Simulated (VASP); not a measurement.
Here is the system:

```xyz
2
Lattice="0.0000 1.9992 1.9992 1.9992 0.0000 1.9992 1.9992 1.9992 0.0000" Properties=species:S:1:pos:R:3 pbc="T T T"
Li     0.0000     0.0000     0.0000
H      1.9992     1.9992     1.9992
```

Level of theory: PBE GGA, VASP's PBE PAW potentials (set 64) (plane waves; VASP). Numerical set-up: PREC = Normal, EDIFF = 1E-5, 450 eV cut-off, 13×13×13 Γ-centred mesh, Gaussian smearing of 0.050 eV, potentials Li_sv H.

At this cut-off the stress carries a Pulay error, which pulls relaxed volumes low.

Q: Give the stress tensor in GPa (positive for a compressed cell).

A: 
```
-1.10   0.00   0.00
 0.00  -1.10   0.00
 0.00   0.00  -1.10
```
The pressure is its mean diagonal, -1.10 GPa.

The compound is LiH in the rock salt structure. It was relaxed first, which changed the volume by -6 %.
